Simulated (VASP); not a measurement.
Data:

```
KCl
1.0
    3.74052     0.00000     0.00000
    0.00000     3.74052     0.00000
    0.00000     0.00000     3.74052
K Cl
1 1
Direct
  0.00000   0.00000   0.00000
  0.50000   0.50000   0.50000
```

Level of theory: PBEsol GGA, VASP's PBE PAW potentials (set 64) (plane waves; VASP). Settings: 400 eV cut-off, Gaussian smearing of 0.050 eV, potentials K_sv Cl.

### Question
Give the energies of bands 6 to 11 at the high-symmetry points, in eV from the valence-band maximum.

### Answer

```
band      Γ      X      M      R
----  -----  -----  -----  -----
6     -0.22  -2.02  -1.34  -1.54
7     -0.22  -0.25  -1.34  -1.54
8     -0.22  -0.25   0.00  -1.54
9      4.94   7.85   6.08   8.89
10     6.36   7.90   7.24   8.89
11     6.36   8.57   8.93   8.89
```

The gap is indirect, 4.94 eV, from the valence maximum at M to the conduction minimum at Γ.

The structure was generated: KCl was put into the CsCl type type (Pm-3m), which need not be its known phase. It was relaxed first, which changed the volume by -16 %.
